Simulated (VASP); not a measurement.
Write the native input for VASP 6.6.1 that does the following.

* Task: single point
* Functional: PBE
* Potentials or basis: VASP PAW PBE potentials, release 64 (Hf_pv, Pd, Se, Br, O)
* Cutoff: 520 eV
* k mesh: 4 × 4 × 3
* Occupations: fermi-dirac, width 0.05 eV
* Spin: no spin polarisation
* Dipole correction: no
* Further INCAR settings: ALGO = Fast; EDIFF = 1e-07; NBANDS = 53

The structure of Hf2Pd2Se2Br2O3 lies in POSCAR:

```
Hf2Pd2Se2Br2O3
1.0
    5.6066300000     -0.0934600000     -0.0140900000
    1.6139300000      5.3351200000      0.0025100000
    1.3691600000      1.9152900000      8.3154300000
Hf Pd Se Br O
2 2 2 2 3
Direct
    0.2331700000      0.6516100000      0.0228400000
    0.7668300000      0.3483900000      0.9771600000
    0.0000000000      0.5000000000      0.5000000000
    0.0000000000      0.0000000000      0.5000000000
    0.0241900000      0.3391700000      0.2533100000
    0.9758100000      0.6608300000      0.7466900000
    0.5000000000      0.5000000000      0.5000000000
    0.5000000000      0.0000000000      0.5000000000
    0.4479200000      0.3572400000      0.9210100000
    0.5520800000      0.6427600000      0.0789900000
    0.0000000000      0.0000000000      0.0000000000
```

The cell was built by a generator and needn't be a form met in nature.

One way to write it, as run:

INCAR

```
SYSTEM = Hf2Pd2Se2Br2O3
  PREC = Accurate
  ENCUT = 520
  EDIFF = 1E-7
  ISMEAR = -1
  SIGMA = 0.05
  LREAL = .FALSE.
  LASPH = .TRUE.
  NELM = 100
  ALGO = Fast
  ISIF = 2
  LWAVE = .FALSE.
  LCHARG = .FALSE.
  GGA = PE
  NBANDS = 53
```

KPOINTS

```
regular mesh
0
G
  4 4 3
  0 0 0
```

Potentials or basis: VASP PAW PBE potentials, release 64 (Hf_pv, Pd, Se, Br, O).

The run is started by

```sh
$ cat potpaw_PBE.64/Hf_pv/POTCAR potpaw_PBE.64/Pd/POTCAR potpaw_PBE.64/Se/POTCAR potpaw_PBE.64/Br/POTCAR potpaw_PBE.64/O/POTCAR > POTCAR
$ mpirun -np 1 vasp_std > vasp.out
```

It gave:

```
Pressure               : -0.2 GPa
Largest force          : 0.146 eV/Å
Band gap on the k mesh : none (metal or under the smearing width)
```

It took 10 min on 1 thread of Intel(R) Xeon(R) Platinum 8488C (Sapphire Rapids), with other jobs on the host, peak memory 0.56 GiB.
